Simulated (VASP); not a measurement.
Given:

```xyz
2
Lattice="0.0000 2.4896 2.4896 2.4896 0.0000 2.4896 2.4896 2.4896 0.0000" Properties=species:S:1:pos:R:3 pbc="T T T"
Eu     0.0000     0.0000     0.0000
O      2.4896     2.4896     2.4896
```

The numbers are results of PBE GGA with D3 dispersion (Becke-Johnson damping), VASP's PBE PAW potentials (set 64) (plane waves; VASP), not measurements. Numerical set-up: 520 eV cut-off, 9×9×9 Γ-centred mesh, Gaussian smearing of 0.050 eV, potentials Eu_2 O.

The 4f electrons are frozen in the core of the lanthanide potential, so 4f levels, which can set the real gap, and their magnetism are missing.

Task: The job: EuO (rock salt), 2 atoms, PBE-D3(BJ), static run, 520 eV, 9×9×9 Γ-centred mesh. Roughly how much core time does it take on a busy server core?

Result: About 10 core-seconds (one run on a shared machine, a rough figure). It had 35 irreducible k-points, 11 bands, up to 869 plane waves and 14 electronic steps.

The compound is EuO in the rock salt structure. This cell is one point of a volume scan, at 1.03 of the reference volume.
